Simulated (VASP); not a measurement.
Data:

```yaml
crystal:
  lattice:
    - [3.94077, 0.00000, 0.00000]
    - [-1.97038, 3.41281, 0.00000]
    - [0.00000, 0.00000, 5.00274]
  atoms:
    - { symbol: Si, position: [0.66667, 0.33333, 0.25000] }
    - { symbol: Si, position: [0.33333, 0.66667, 0.75000] }
    - { symbol: Ni, position: [0.33333, 0.66667, 0.25000] }
    - { symbol: Ni, position: [0.66667, 0.33333, 0.75000] }
    - { symbol: Ni, position: [0.00000, 0.00000, 0.50000] }
    - { symbol: Ni, position: [0.00000, 0.00000, 0.00000] }
```

All values below come from PBEsol GGA, VASP's PBE PAW potentials (set 64) (plane waves; VASP 6.6.1). Settings: 300 eV cut-off, 10×10×7 Γ-centred mesh, Gaussian smearing of 0.14 eV, potentials Si Ni.

At this cut-off the stress carries a Pulay error, which pulls relaxed volumes low.

### Question
Give the stress tensor in GPa (positive for a compressed cell).

### Answer

```
-11.51    0.00    0.00
  0.00  -11.51    0.00
  0.00    0.00   -9.84
```
The pressure is its mean diagonal, -10.95 GPa.

The structure comes from a computed database's SiNi2 entry; how it stands against other phases isn't given here. The cell was not relaxed at this level. The run is not spin-polarised, so no magnetic state was tried.
